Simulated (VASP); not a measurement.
# NaCu3H4 (P-43m) in VASP: further runs

One crystal, NaCu3H4, is run at these levels: PBE; tasks: single point, relaxation of cell and atoms.

Everything below comes from runs of VASP 6.6.1. Logs are shortened: lines on timing, memory, paths and dates and some standing lists are left out, and cuts for length are marked.

## 1. The cell of the first run

The structure is cubic, space group P-43m (No. 215). The conventional cell has a = 4.225 Å, b = 4.225 Å, c = 4.225 Å, α = 90.00°, β = 90.00°, γ = 90.00°. Na (site symmetry -43m) is surrounded by 4 H at 2.14 Å. Around Cu (site symmetry -42m) lie 4 H at 1.75 Å. H (site symmetry 3m) has 3 Cu at 1.75 Å as nearest neighbours.

The cell was built by a generator and needn't be a form met in nature.

## 2. Single point, PBE (species swapped into the Zn3CdSe4 type (P-43m, No. 215))

INCAR reads:

```
SYSTEM = NaCu3H4
ALGO = Normal
EDIFF = 1E-6
ENCUT = 520
GGA = PE
ISIF = 2
ISMEAR = 0
LASPH = .TRUE.
LCHARG = .FALSE.
LREAL = .FALSE.
LWAVE = .FALSE.
NBANDS = 32
NELM = 100
PREC = Accurate
SIGMA = 0.1
```

KPOINTS reads:

```
k-points
0
G
  4 4 4
  0 0 0
```

POSCAR reads:

```
NaCu3H4
1.0
    4.2254142509      0.0000000000      0.0000000000
    0.0000000000      4.2254142509      0.0000000000
    0.0000000000      0.0000000000      4.2254142509
Na Cu H
1 3 4
Direct
    0.0000000000      0.0000000000      0.0000000000
    0.0000000000      0.5000000000      0.5000000000
    0.5000000000      0.5000000000      0.0000000000
    0.5000000000      0.0000000000      0.5000000000
    0.7080983947      0.7080983947      0.2919016053
    0.7080983947      0.2919016053      0.7080983947
    0.2919016053      0.7080983947      0.7080983947
    0.2919016053      0.2919016053      0.2919016053
```

Potentials or basis: VASP PAW PBE potentials, release 64 (Na_pv, Cu, H).

On the command line:

```sh
$ cat potpaw_PBE.64/Na_pv/POTCAR potpaw_PBE.64/Cu/POTCAR potpaw_PBE.64/H/POTCAR > POTCAR
$ mpirun -np 1 vasp_std > vasp.out
```

OUTCAR:

```text
SYSTEM = NaCu3H4
   EDIFF = 1E-6
   ENCUT = 520
   GGA = PE
   ISIF = 2
   ISMEAR = 0
   LASPH = .TRUE.
   LREAL = .FALSE.
   NELM = 100
   PREC = Accurate

 ion  position               nearest neighbor table
   1  0.000  0.000  0.000-
   2  0.000  0.500  0.500-   5 1.75   6 1.75   7 1.75   8 1.75
   3  0.500  0.500  0.000-   5 1.75   6 1.75   7 1.75   8 1.75
   4  0.500  0.000  0.500-   5 1.75   6 1.75   7 1.75   8 1.75
   5  0.708  0.708  0.292-   2 1.75   3 1.75   4 1.75
   6  0.708  0.292  0.708-   2 1.75   3 1.75   4 1.75
   7  0.292  0.708  0.708-   2 1.75   3 1.75   4 1.75
   8  0.292  0.292  0.292-   2 1.75   3 1.75   4 1.75

  LATTYP: Found a simple cubic cell.
 ALAT       =     4.2254142509

  Lattice vectors:

 A1 = (   4.2254142509,   0.0000000000,   0.0000000000)
 A2 = (   0.0000000000,   4.2254142509,   0.0000000000)
 A3 = (   0.0000000000,   0.0000000000,   4.2254142509)

Analysis of symmetry for initial positions (statically):
=====================================================================
 Subroutine PRICEL returns:
 Original cell was already a primitive cell.

 Routine SETGRP: Setting up the symmetry group for a
 simple cubic supercell.

 Subroutine GETGRP returns: Found 24 space group operations
 (whereof 24 operations were pure point group operations)
 out of a pool of 48 trial point group operations.

The static configuration has the point symmetry T_d .

Analysis of symmetry for dynamics (positions and initial velocities):
=====================================================================
 Subroutine PRICEL returns:
 Original cell was already a primitive cell.

 Routine SETGRP: Setting up the symmetry group for a
 simple cubic supercell.

 Subroutine GETGRP returns: Found 24 space group operations
 (whereof 24 operations were pure point group operations)
 out of a pool of 48 trial point group operations.

The dynamic configuration has the point symmetry T_d .

 Subroutine INISYM returns: Found 24 space group operations
 (whereof 24 operations are pure point group operations),
 and found     1 'primitive' translations

----------------------------------------------------------------------------------------

                                     Primitive cell

  volume of cell :      75.4411

  direct lattice vectors                    reciprocal lattice vectors
     4.225414251  0.000000000  0.000000000     0.236663186  0.000000000  0.000000000
     0.000000000  4.225414251  0.000000000     0.000000000  0.236663186  0.000000000
     0.000000000  0.000000000  4.225414251     0.000000000  0.000000000  0.236663186

  length of vectors
     4.225414251  4.225414251  4.225414251     0.236663186  0.236663186  0.236663186

  position of ions in fractional coordinates (direct lattice)
     0.000000000  0.000000000  0.000000000
     0.000000000  0.500000000  0.500000000
     0.500000000  0.500000000  0.000000000
     0.500000000  0.000000000  0.500000000
     0.708098395  0.708098395  0.291901605
     0.708098395  0.291901605  0.708098395
     0.291901605  0.708098395  0.708098395
     0.291901605  0.291901605  0.291901605

  ion indices of the primitive-cell ions
   primitive index   ion index
                 1           1
                 2           2
                 3           3
                 4           4
                 5           5
                 6           6
                 7           7
                 8           8

----------------------------------------------------------------------------------------

 KPOINTS: k-points

Automatic generation of k-mesh.
 Grid dimensions read from file:
 generate k-points for:    4    4    4

 Generating k-lattice:

  Cartesian coordinates                     Fractional coordinates (reciprocal lattice)
     0.059165797  0.000000000  0.000000000     0.250000000  0.000000000  0.000000000
     0.000000000  0.059165797  0.000000000     0.000000000  0.250000000  0.000000000
     0.000000000  0.000000000  0.059165797     0.000000000  0.000000000  0.250000000

  Length of vectors
     0.059165797  0.059165797  0.059165797

  Shift w.r.t. Gamma in fractional coordinates (k-lattice)
     0.000000000  0.000000000  0.000000000

 Subroutine IBZKPT returns following result:
 ===========================================

 Found     10 irreducible k-points:

 Following reciprocal coordinates:
            Coordinates               Weight
  0.000000  0.000000  0.000000      1.000000
  0.250000  0.000000  0.000000      6.000000
  0.500000  0.000000  0.000000      3.000000
  0.250000  0.250000  0.000000     12.000000
  0.500000  0.250000  0.000000     12.000000
  0.500000  0.500000  0.000000      3.000000
  0.250000  0.250000  0.250000      8.000000
  0.500000  0.250000  0.250000     12.000000
  0.500000  0.500000  0.250000      6.000000
  0.500000  0.500000  0.500000      1.000000
   k-points           NKPTS =     10   k-points in BZ     NKDIM =     10   number of bands    NBANDS=     32
   number of dos      NEDOS =    301   number of ions     NIONS =      8
   total plane-waves  NPLWV =  32768
   dimension x,y,z NGX =    32 NGY =   32 NGZ =   32
   dimension x,y,z NGXF=    64 NGYF=   64 NGZF=   64
   ions per type =               1   3   4
   NGX,Y,Z   is equivalent  to a cutoff of  12.59, 12.59, 12.59 a.u.
   NGXF,Y,Z  is equivalent  to a cutoff of  25.18, 25.18, 25.18 a.u.
 SYSTEM =  NaCu3H4
   PREC   = accura    normal or accurate (medium, high low for compatibility)
   ISTART =      0    job   : 0-new  1-cont  2-samecut
   ICHARG =      2    charge: 1-file 2-atom 10-const
   ISPIN  =      1    spin polarized calculation?
   LNONCOLLINEAR =      F non collinear calculations
   LSORBIT =      F    spin-orbit coupling
   LASPH  =      T    aspherical Exc in radial PAW
   ENCUT  =  520.0 eV  38.22 Ry    6.18 a.u.   7.86  7.86  7.86*2*pi/ulx,y,z
   NELM   =    100;   NELMIN=  2; NELMDL= -5     # of ELM steps
   EDIFF  = 0.1E-05   stopping-criterion for ELM
   LREAL  =      F    real-space projection
   EDIFFG = 0.1E-04   stopping-criterion for IOM
   NSW    =      0    number of steps for IOM
   IBRION =     -1    ionic relax: 0-MD 1-quasi-New 2-CG
   NFREE  =      0    steps in history (QN), initial steepest desc. (CG)
   ISIF   =      2    stress and relaxation
   ISYM   =      2    0-nonsym 1-usesym 2-fastsym
   POTIM  = 0.5000    time-step for ionic-motion
   TEBEG  =    0.0;   TEEND  =   0.0 temperature during run
   PSTRESS=    0.0 pullay stress
   NELECT =      44.0000    total number of electrons
   NUPDOWN=      -1.0000    fix difference up-down
   EMIN   =  10.00;   EMAX   =-10.00  energy-range for DOS
   EFERMI =   0.00;   METHOD = LEGACY
   ISMEAR =     0;   SIGMA  =   0.10  broadening in eV -4-tet -1-fermi 0-gaus
   EFERMI_NEDOS =   21; number of points for ismear=-14 and -15
   IALGO  =     38    algorithm
   IMIX   =      4    mixing-type and parameters
     AMIX     =   0.40;   BMIX     =  1.00
     AMIX_MAG =   1.60;   BMIX_MAG =  1.00
  volume/ion in A,a.u.               =       9.43        63.64
  Fermi-wavevector in a.u.,A,eV,Ry     =   1.367802  2.584770 25.454883  1.870881
  Thomas-Fermi vector in A             =   2.493822
   LORBIT       =      0    0 simple, 1 ext, 2 COOP (PROOUT), +10 PAW based schemes
   GGA     = PE    functional components
   LHFCALC =     F    Hartree Fock is set to
   AEXX    =    0.0000 exact exchange contribution
   IVDW    =     0    specifies the selected vdW correction
   LEPSILON=     F    determine dielectric tensor
   LRPA    =     F    only Hartree local field effects (RPA)
 non-spin polarized calculation
 Gauss-broadening in eV      SIGMA  =   0.10
  energy-cutoff  :      520.00
  volume of cell :       75.44
 maximum number of plane-waves:      2048
 NGX is ok and might be reduce to    32
   NGX = 15   NGY = 15   NGZ = 15

 number of electron      44.0000106 magnetization

 Free energy of the ion-electron system (eV)
  ---------------------------------------------------
  ext. energy  EPLUGINS =         0.00000000
  ---------------------------------------------------
  free energy    TOTEN  =       -25.27986586 eV

  energy without entropy =      -25.27907382  energy(sigma->0) =      -25.27946984

 E-fermi :   3.7744     XC(G=0): -10.4626

 val. band max:        3.6122053463   @ k =   0.5000   0.0000   0.0000
 cond. band min:       3.9147004473   @ k =   0.5000   0.5000   0.5000
 fundamental gap:      0.3024951011
 Fermi energy:         3.7743567993

 k-point     1 :       0.0000    0.0000    0.0000
  band No.  band energies     occupation
      1     -19.6298      2.00000
      2     -19.6298      2.00000
      3     -19.6298      2.00000
      4      -5.6119      2.00000
      5      -1.3342      2.00000
      6      -1.3342      2.00000
[... 24 lines left out ...]
     31      12.3046      0.00000
     32      13.6733      0.00000

 k-point     2 :       0.2500    0.0000    0.0000
  band No.  band energies     occupation
      1     -19.6344      2.00000
      2     -19.6296      2.00000
      3     -19.6296      2.00000
      4      -5.1684      2.00000
      5      -1.9563      2.00000
      6      -1.3459      2.00000
[... 24 lines left out ...]
     31      13.3580      0.00000
     32      13.3580      0.00000

 k-point     3 :       0.5000    0.0000    0.0000
  band No.  band energies     occupation
      1     -19.6390      2.00000
      2     -19.6293      2.00000
      3     -19.6293      2.00000
      4      -4.3492      2.00000
      5      -3.0596      2.00000
      6      -1.3578      2.00000
[... 24 lines left out ...]
     31      14.0747      0.00000
     32      14.0747      0.00000

 k-point     4 :       0.2500    0.2500    0.0000
  band No.  band energies     occupation
      1     -19.6342      2.00000
      2     -19.6336      2.00000
      3     -19.6293      2.00000
      4      -4.7450      2.00000
      5      -1.9094      2.00000
      6      -1.8177      2.00000
[... 24 lines left out ...]
     31      12.5799      0.00000
     32      14.1698      0.00000

 k-point     5 :       0.5000    0.2500    0.0000
  band No.  band energies     occupation
      1     -19.6382      2.00000
      2     -19.6333      2.00000
      3     -19.6291      2.00000
      4      -3.9614      2.00000
      5      -2.8324      2.00000
      6      -1.7277      2.00000
[... 24 lines left out ...]
     31      12.9791      0.00000
     32      14.4165      0.00000

 k-point     6 :       0.5000    0.5000    0.0000
  band No.  band energies     occupation
      1     -19.6373      2.00000
      2     -19.6373      2.00000
      3     -19.6288      2.00000
      4      -3.2016      2.00000
      5      -2.5167      2.00000
      6      -2.5167      2.00000
[... 24 lines left out ...]
     31      16.0559      0.00000
     32      16.0559      0.00000

 k-point     7 :       0.2500    0.2500    0.2500
  band No.  band energies     occupation
      1     -19.6339      2.00000
      2     -19.6331      2.00000
      3     -19.6331      2.00000
      4      -4.3469      2.00000
      5      -1.8839      2.00000
      6      -1.8839      2.00000
[... 24 lines left out ...]
     31      14.5839      0.00000
     32      14.5839      0.00000

 k-point     8 :       0.5000    0.2500    0.2500
  band No.  band energies     occupation
      1     -19.6374      2.00000
      2     -19.6331      2.00000
      3     -19.6326      2.00000
      4      -3.6117      2.00000
      5      -2.6656      2.00000
      6      -1.8611      2.00000
[... 24 lines left out ...]
     31      14.0384      0.00000
     32      15.3295      0.00000

 k-point     9 :       0.5000    0.5000    0.2500
  band No.  band energies     occupation
      1     -19.6366      2.00000
      2     -19.6366      2.00000
      3     -19.6323      2.00000
      4      -2.9302      2.00000
      5      -2.4539      2.00000
      6      -2.4539      2.00000
[... 24 lines left out ...]
     31      16.4740      0.00000
     32      16.4740      0.00000

 k-point    10 :       0.5000    0.5000    0.5000
  band No.  band energies     occupation
      1     -19.6358      2.00000
      2     -19.6358      2.00000
      3     -19.6358      2.00000
      4      -2.3929      2.00000
      5      -2.3929      2.00000
      6      -2.3929      2.00000
[... 24 lines left out ...]
     31      17.2295      0.00000
     32      17.6011      0.00000

------------------------ aborting loop because EDIFF is reached ----------------------------------------

  FORCE on cell =-STRESS in cart. coord.  units (eV):
  Direction    XX          YY          ZZ          XY          YZ          ZX
  --------------------------------------------------------------------------------------
  -------------------------------------------------------------------------------------
  Total        0.0353033      0.0353033      0.0353033      0.0000000     -0.0000000      0.0000000
  in kB        0.7497526      0.7497526      0.7497526      0.0000000     -0.0000000      0.0000000
  external PRESSURE =       0.7497526 kB  Pullay stress =       0.0000000 kB

 VOLUME and BASIS-vectors are now :
 -----------------------------------------------------------------------------
  energy-cutoff  :      520.00
  volume of cell :       75.44
      direct lattice vectors                 reciprocal lattice vectors
     4.225414251  0.000000000  0.000000000     0.236663186  0.000000000  0.000000000
     0.000000000  4.225414251  0.000000000     0.000000000  0.236663186  0.000000000
     0.000000000  0.000000000  4.225414251     0.000000000  0.000000000  0.236663186

 POSITION                                       TOTAL-FORCE (eV/Angst)
 -----------------------------------------------------------------------------------
      0.00000      0.00000      0.00000        -0.000000     -0.000000      0.000000
      0.00000      2.11271      2.11271        -0.000000      0.000000      0.000000
      2.11271      2.11271      0.00000        -0.000000     -0.000000      0.000000
      2.11271      0.00000      2.11271        -0.000000     -0.000000      0.000000
      2.99201      2.99201      1.23341        -0.000916     -0.000916      0.000916
      2.99201      1.23341      2.99201        -0.000916      0.000916     -0.000916
      1.23341      2.99201      2.99201         0.000916     -0.000916     -0.000916
      1.23341      1.23341      1.23341         0.000916      0.000916      0.000916
 -----------------------------------------------------------------------------------
    total drift:                                0.000000      0.000000     -0.000000

  FREE ENERGIE OF THE ION-ELECTRON SYSTEM (eV)
  ---------------------------------------------------
  free  energy   TOTEN  =       -25.2798658581 eV

  energy  without entropy=      -25.2790738171  energy(sigma->0) =      -25.27946984
```

It took 13 s on 1 thread of Intel Xeon 6975P-C (Granite Rapids), shared host; peak memory 0.18 GiB.

Results:

| Quantity | Value |
| --- | --- |
| Free energy | -25.2799 eV |
| Pressure | 0.1 GPa |
| Band gap on the k mesh | 0.30 eV, indirect (least direct gap 1.66 eV) |

A k mesh can miss the band edges.

## 3. Relaxation of cell and atoms, PBE (species swapped into the Zn3CdSe4 type (P-43m, No. 215))

INCAR reads:

```
SYSTEM = NaCu3H4
  ALGO = Normal
  EDIFF = 1E-6
  EDIFFG = -0.04
  ENCUT = 600
  GGA = PE
  IBRION = 2
  ISIF = 3
  ISMEAR = 0
  LASPH = .True.
  LCHARG = .False.
  LREAL = .False.
  LWAVE = .False.
  NELM = 80
  NSW = 90
  PREC = Accurate
  SIGMA = 0.1
```

KPOINTS reads:

```
k-points
0
Gamma
  4 4 4
  0 0 0
```

POSCAR reads:

```
NaCu3H4
1.0
    4.5767933600      0.0000000000      0.0000000000
    0.0000000000      4.5767933600      0.0000000000
    0.0000000000      0.0000000000      4.5767933600
Na Cu H
1 3 4
Direct
    0.0000000000      0.0000000000      0.0000000000
    0.0000000000      0.5000000000      0.5000000000
    0.5000000000      0.5000000000      0.0000000000
    0.5000000000      0.0000000000      0.5000000000
    0.7384977300      0.7384977300      0.2615022700
    0.7384977300      0.2615022700      0.7384977300
    0.2615022700      0.7384977300      0.7384977300
    0.2615022700      0.2615022700      0.2615022700
```

Potentials or basis: VASP PAW PBE potentials, release 64 (Na_pv, Cu, H).

On the command line:

```sh
$ cat potpaw_PBE.64/Na_pv/POTCAR potpaw_PBE.64/Cu/POTCAR potpaw_PBE.64/H/POTCAR > POTCAR
$ mpirun -np 1 vasp_std > vasp.out
```

It took 1.8 min on 1 thread of Intel Xeon 6975P-C (Granite Rapids), shared host; peak memory 0.26 GiB.

It converged, with:

```
Free energy                            : -25.2892 eV
Relaxed volume                         : 9.44 Å³/atom
Relaxed cell                           : a = 4.227 Å, b = 4.227 Å, c = 4.227 Å, α = 90.00°, β = 90.00°, γ = 90.00°
Space group after relaxing (to 0.05 Å) : P-43m (No. 215)
Energy gained by relaxing              : 152.8 meV/atom
Ionic steps                            : 7
Pressure after relaxing                : 0.1 GPa
Largest force after relaxing           : 0.006 eV/Å
Band gap on the k mesh                 : 0.30 eV, indirect (least direct gap 1.66 eV)
```

Forces in eV/Å, atoms in the order of the input:
```
Na   0.000  0.000  0.000
Cu   0.000  0.000  0.000
Cu   0.000  0.000  0.000
Cu   0.000  0.000  0.000
H   -0.003 -0.003  0.003
H   -0.003  0.003 -0.003
H    0.003 -0.003 -0.003
H    0.003  0.003  0.003
```

Step by step:
```tsv
step	energy change (eV)	largest force (eV/Å)	pressure (GPa)	volume (Å³)
1	0.0000	0.8577	-10.27	95.87
2	-0.6997	0.7271	-7.14	85.60
3	-1.0870	0.5150	0.09	74.75
4	-1.0916	0.4697	1.96	72.97
5	-1.0925	0.4810	1.55	73.39
6	-1.1505	0.3439	1.16	73.92
7	-1.2222	0.0059	0.14	75.51
```

Final structure:
```xyz
8
Lattice="4.2268 0.0000 0.0000 0.0000 4.2268 0.0000 0.0000 0.0000 4.2268" Properties=species:S:1:pos:R:3 pbc="T T T"
Na    0.0000    4.2268    0.0000
Cu    0.0000    2.1134    2.1134
Cu    2.1134    2.1134    0.0000
Cu    2.1134    4.2268    2.1134
H     2.9936    2.9936    1.2331
H     2.9936    1.2331    2.9936
H     1.2331    2.9936    2.9936
H     1.2331    1.2331    1.2331
```

Levels at points of the mesh, in eV from the valence-band top:
```
           k point  band 20  band 21  band 22  band 23  band 24  band 25
(0.00, 0.00, 0.00)    -1.45    -1.45    -1.45     2.76     2.76     5.55
(0.50, 0.00, 0.00)    -1.78     0.00     0.00     3.83     4.50     4.50
(0.50, 0.50, 0.00)    -1.30    -1.30    -1.19     3.19     3.52     3.52
(0.50, 0.50, 0.50)    -1.36    -1.36    -1.36     0.30     0.30     0.30
```

Caveat: the volume moved by over 15 % at a fixed basis, so the end points are rough.
